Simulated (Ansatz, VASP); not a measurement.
# K3SI: VASP beside Ansatz, part 2 of 2

Wanted: the spread between two codes on one cell, functional and k mesh. The cell is generated by rule, not measured, and may not be a known phase. The cell is taken from a series of runs on this material, whose earlier steps may have relaxed, scaled, displaced or heated it; both programs get it as it stands.

VASP 6.6.1 and Ansatz 0.2.0.

So far: Set-up; VASP: dielectric response, PBE.

The structure was built from a prototype and need not be the compound's stable phase.

## Step 3: Ansatz: dielectric response, PBE

Level of this step: Ansatz beside VASP: Kohn-Sham DFT, plane waves, PBE (Ansatz).

Ansatz runs on its default PAW (the set named soft_2) files.

The same cell, functional and mesh now go to Ansatz, which takes its cutoff from its data sets.

Contents of input.yaml:

```yaml
crystal:
  lattice:
    - [6.0335581096, 0.0, 0.0]
    - [0.0, 6.0335581096, 0.0]
    - [0.0, 0.0, 6.0335581096]
  atoms:
    - { symbol: I, position: [0.0, 0.0, 0.0] }
    - { symbol: S, position: [0.5, 0.5, 0.5] }
    - { symbol: K, position: [0.5, 0.5, 0.0] }
    - { symbol: K, position: [0.5, 0.0, 0.5] }
    - { symbol: K, position: [0.0, 0.5, 0.5] }
kpoints:
  mp_grid: { grid: [4, 4, 4] }
hamiltonian:
  xc: pbe
scf:
  occupations: { method: fixed }
dielectric: {}
```

Run with:

```bash
ansatz run input.yaml --threads 4 --pin off --max-ram 17510MiB --backend cpu --events-out ev --progress --plain --runs-dir out
```

Numbers of over 12 decimals in the logs are rounded to 6 here.

Log:

```text
Engine: ansatz 0.2.0, aarch64-unknown-linux-gnu
Pseudopotentials: kind: paw
Pseudopotential: I, paw, valence charge 17, recommended cutoff 420 eV (normal), I.paw.azcp
Pseudopotential: S, paw, valence charge 6, recommended cutoff 420 eV (normal), S.paw.azcp
Pseudopotential: K, paw, valence charge 9, recommended cutoff 420 eV (normal), K.paw.azcp
Functional definition: PBE
  parameter kappa = 0.804
  parameter beta = 0.066725
  exchange = pbe_x(kappa = kappa, mu = beta*pi^2/3)
  correlation = pbe_c(beta = beta)
Crystal: 5 atoms, lattice volume = 219.645 Å³
Basis set: ecut = 420 eV, 4337 PW (Γ), exchange–correlation on 90×90×90 points (8 copies of the dense FFT grid, shifted against one another)
Bands: 30, of which v1, the nominal top of the filled ones, is band 25 counted from 1 (24 counted from 0)
Symmetry: 48 space group operations
k-points: 18 of 64 (irreducible under 8 space group operations, time reversal used)
Non-local potential: I, projectors of the file, l = 0: 2, l = 1: 2, l = 2: 2, l = 3: 2
Non-local potential: S, projectors of the file, l = 0: 2, l = 1: 2, l = 2: 2
Non-local potential: K, projectors of the file, l = 0: 3, l = 1: 2, l = 2: 2
PAW form: soft (Blöchl's): semilocal exchange-correlation on the pseudo side does not see the compensation charge
PAW one-centre angular grid: I, 590 points (default); XC on 64 Gauss nodes
PAW one-centre angular grid: S, 110 points (default); XC on 64 Gauss nodes
PAW one-centre angular grid: K, 110 points (default); XC on 64 Gauss nodes
Initial density: superposition of atomic densities (neutral atoms: chi_scale 0, normalization atom), corrected by the library's trained network
Initial wavefunctions: pseudopotential atomic-orbital guess
Functional: x = pbe(κ = 0.804, μ = 0.219515), c = pbe(β = 0.066725)
SCF iter   1: F=—  HF=-13034.239998 eV  |F-HF|=—  |Δ(HF+E_count)|=         —  Δρ=9.42e-4  dr2=4.46e-3  ethr=1.77e-3  ⟨swp⟩=5.8  Hψ=2177  notcnv=0  defer=44
preconditioner: auto → Resta (q_TF=auto, 2.132 Å⁻¹)  ε∞=2.3  [insulator: Δε(μ)=1.719 eV  Ē_g=12.950 eV  n_scr=32 (ndim 8)  ℏωp=14.6 eV  f_vac=0.161  ε∞_Penn≈2.3]
SCF iter   2: F=—  HF=-13034.237856 eV  |F-HF|=—  |Δ(HF+E_count)|=   2.14e-3  Δρ=3.47e-4  dr2=3.35e-4  ethr=8.92e-6  ⟨swp⟩=3.1  Hψ=1191  notcnv=0  defer=52
SCF iter   3: F=—  HF=-13034.237955 eV  |F-HF|=—  |Δ(HF+E_count)|=   9.93e-5  Δρ=1.01e-4  dr2=3.05e-5  ethr=6.70e-7  ⟨swp⟩=2.0  Hψ=669  notcnv=0  defer=51
SCF iter   4: F=—  HF=-13034.238004 eV  |F-HF|=—  |Δ(HF+E_count)|=   4.89e-5  Δρ=3.34e-5  dr2=2.67e-6  ethr=6.11e-8  ⟨swp⟩=2.3  Hψ=998  notcnv=0  defer=51
SCF iter   5: F=—  HF=-13034.237954 eV  |F-HF|=—  |Δ(HF+E_count)|=   5.00e-5  Δρ=1.34e-5  dr2=3.86e-7  ethr=5.33e-9  ⟨swp⟩=2.0  Hψ=826  notcnv=0  defer=42
SCF iter   6: F=—  HF=-13034.237954 eV  |F-HF|=—  |Δ(HF+E_count)|=   8.00e-8  Δρ=5.10e-6  dr2=3.64e-8  ethr=7.72e-10  ⟨swp⟩=2.1  Hψ=684  notcnv=0  defer=42
SCF iter   7: F=—  HF=-13034.237954 eV  |F-HF|=—  |Δ(HF+E_count)|=   7.19e-8  Δρ=3.58e-6  dr2=1.32e-8  ethr=7.29e-11  ⟨swp⟩=2.0  Hψ=972  notcnv=0  defer=42
SCF iter   8: F=—  HF=-13034.237954 eV  |F-HF|=—  |Δ(HF+E_count)|=   6.29e-9  Δρ=8.47e-7  dr2=7.70e-10  ethr=2.64e-11  ⟨swp⟩=2.0  Hψ=918  notcnv=0  defer=43
SCF iter   9: F=-13034.237954 eV  HF=-13034.237954 eV  |F-HF|=9.09e-12  |Δ(HF+E_count)|=  1.67e-10  Δρ=1.40e-7  dr2=2.57e-11  ethr=1.00e-12  ⟨swp⟩=11.9  Hψ=2829  notcnv=0
SCF 1 converged in 9 iterations: F = -13034.237954 eV  dr2 = 2.57e-11
  greatest PAW one-centre occupation: 0.999 electrons in one spin orbital (limit 2), on the I atom at site 0 (counted from 0), in its partial waves of l = 2
DFPT response loops at Γ: preconditioner auto → none (the input reference at scf.mixing.eps_inf says where Resta's filter doesn't serve); β = 0.50; Broyden in place of MSR1
── the response to a field inside a basis, on 6×6×6 k-points: an SCF that follows is theirs, and a resumed run solves both again ──
Bands: 26, of which v1, the nominal top of the filled ones, is band 25 counted from 1 (24 counted from 0)
k-points: 10 of 216
Initial density: handed on by an earlier stage of this run
Initial wavefunctions: pseudopotential atomic-orbital guess (no wavefunctions were taken with the density)
Eigensolver: Dense (10 Hₖ)
SCF iter   1: F=—  HF=-13034.219279 eV  |F-HF|=—  |Δ(HF+E_count)|=         —  Δρ=7.66e-5  dr2=3.50e-6  ethr=1.00e-1
preconditioner: auto → Resta (q_TF=auto, 2.132 Å⁻¹)  ε∞=2.5  [insulator: Δε(μ)=2.003 eV  Ē_g=11.863 eV  n_scr=32 (ndim 8)  ℏωp=14.6 eV  f_vac=0.166  ε∞_Penn≈2.5]
SCF iter   2: F=—  HF=-13034.219284 eV  |F-HF|=—  |Δ(HF+E_count)|=   5.18e-6  Δρ=3.95e-5  dr2=8.99e-7  ethr=7.00e-9
SCF iter   3: F=-13034.219286 eV  HF=-13034.219286 eV  |F-HF|=7.96e-9  |Δ(HF+E_count)|=   2.09e-6  Δρ=3.37e-6  dr2=3.36e-8  ethr=1.80e-9
SCF 1 converged in 3 iterations: F = -13034.219286 eV  dr2 = 3.36e-8
DFPT response loops at Γ: mixed as the last ones told, above
SCF converged after 9 iterations
Free energy (F): -13034.237954 eV
Harris-Foulkes:  -13034.237954 eV  (|F-HF|=9.09e-12)
Internal energy: -13034.237954 eV  (E = F + TS)
E sigma→0 (E₀):  -13034.237954 eV
Fermi energy:    2.389926 eV
--- Per-component energies (eV) ---
  E_band       = -795.698569
  E_kinetic    = 1058.050717
  E_local      = -4476.723526  (includes V_loc(G=0)·N_el)
  E_nonlocal   = -23.939034
  E_hartree    = 1933.943854
  E_xc         = -631.431935
  E_vxc        = -711.594463  (∫ρ·V_xc dr)
  E_paw        = -7762.782627  (= ΣΔE_a)
  E_vpaw       = -509.379908  (= ΣTr[D̂ρ^β])
  E_aug_tail   = -0.000012  (compensation charges beyond the density's cutoff)
  E_ewald      = -3131.355390
  E_smearing   = -0.000000  (= −TS)
  E_closure    = 0.000000  (closes the sum)
  Σ components = -13034.237954   (vs F -13034.237954, Δ=0.00e0)
--- Band table (eV; the first three rows and the last of 18) ---
  k-point 0: bands = [... 21 lower, 0.5837, 2.3899, 2.3899, 2.3899, 4.1210, 5.8833, 5.8833, 6.9919, ... 1 higher]
  k-point 1: bands = [... 21 lower, 0.5845, 2.0014, 2.3387, 2.3387, 4.6903, 6.1532, 6.2132, 7.1814, ... 1 higher]
  k-point 2: bands = [... 21 lower, 0.5854, 1.6838, 2.2896, 2.2896, 5.4551, 6.2212, 6.5552, 7.5266, ... 1 higher]
  k-point 17: bands = [... 21 lower, 0.4414, 1.6017, 1.6017, 1.6017, 6.6519, 6.6519, 6.6519, 7.1439, ... 1 higher]
--- Dielectric response (ions clamped): 3 representative field directions + reference, inside a basis on a mesh of 216 k-points (Σ response iterations 18) ---
  ε∞ (high-frequency dielectric tensor):
        2.906003     0.000000     0.000000
        0.000000     2.906003     0.000000
        0.000000     0.000000     2.906003
  Born effective charges Z* (e; rows j = field, columns β = displacement):
    site 0:
        -1.31488   -0.00000   -0.00000
         0.00000   -1.31488    0.00000
        -0.00000   -0.00000   -1.31488
    site 1:
        -2.04735    0.00000   -0.00000
        -0.00000   -2.04735    0.00000
        -0.00000   -0.00000   -2.04735
    site 2:
         1.04812   -0.00000   -0.00000
        -0.00000    1.04812    0.00000
        -0.00000   -0.00000    1.26599
    site 3:
         1.04812   -0.00000   -0.00000
        -0.00000    1.26599    0.00000
         0.00000   -0.00000    1.04812
    site 4:
         1.26599    0.00000    0.00000
         0.00000    1.04812    0.00000
        -0.00000    0.00000    1.04812
  Z* charge neutrality: 5.778e-4 e pre-enforcement
  solved inside a basis spanned on kpoints, on 6×6×6 k-points, its susceptibility summed on 8×8×8: ε∞ is read to err by 7.4e-3, Z* by 1.9e-2 e (field_mesh: kpoints solves on kpoints); Z* is corrected for what the basis lacks
```

Reading the cycles: dr2 is the Hartree energy of the density residual (eV), the measure of convergence; HF is the Harris–Foulkes estimate of the energy, which meets the free energy F at convergence.

## Step 4: Side by side

Known differences besides the potentials themselves: fixed occupations in Ansatz, narrow Gaussian smearing in VASP; VASP's response is taken on the typed mesh, Ansatz refines its own for the field response alone; the data sets hold 50 valence electrons in Ansatz (on its default PAW (the set named soft_2) files) and 40 in VASP; the cutoff is 420 eV in Ansatz and 400 eV in VASP. Total energies have different zeros and are not compared.

Both answers:

| quantity | Ansatz | VASP | difference |
| --- | --- | --- | --- |
| ε∞ xx | 2.91 | 2.93 | -0.85 % |
| ε∞ yy | 2.91 | 2.93 | -0.85 % |
| ε∞ zz | 2.91 | 2.93 | -0.85 % |
| Born charge of I1 (mean of the diagonal) (e) | -1.31 | -1.31 | 0.00 |
| Born charge of S2 (mean of the diagonal) (e) | -2.05 | -2.06 | +0.01 |
| Born charge of K3 (mean of the diagonal) (e) | 1.12 | 1.12 | 0.00 |

## Step 5: Outcome

| Property | Result |
| --- | --- |
| difference in ε∞ xx (dielectric response, PBE) | -0.85 % |

The difference in ε∞ xx is -0.85 % (dielectric response, PBE), within the 5 % picked in this series as the mark of a large difference. The data sets hold unlike numbers of valence electrons (50 in Ansatz and 40 in VASP), so part of the differences comes from the potentials. 1 further run of this series is not shown here. How closely two codes agree says nothing of how well the functional describes the real material.

[Lines on the potential files, build, host, timing and source positions are cut from VASP's logs without a mark.]

[Logs are printed without paths, hosts, clocks, repeated set-up lines and the standing remarks that a program may print on its own settings, such as how far it seeks lower states.]

[Hosts, paths, dates, database ids (printed as entryN), source tags and the programs' standing remarks are cut or masked in the printed files.]
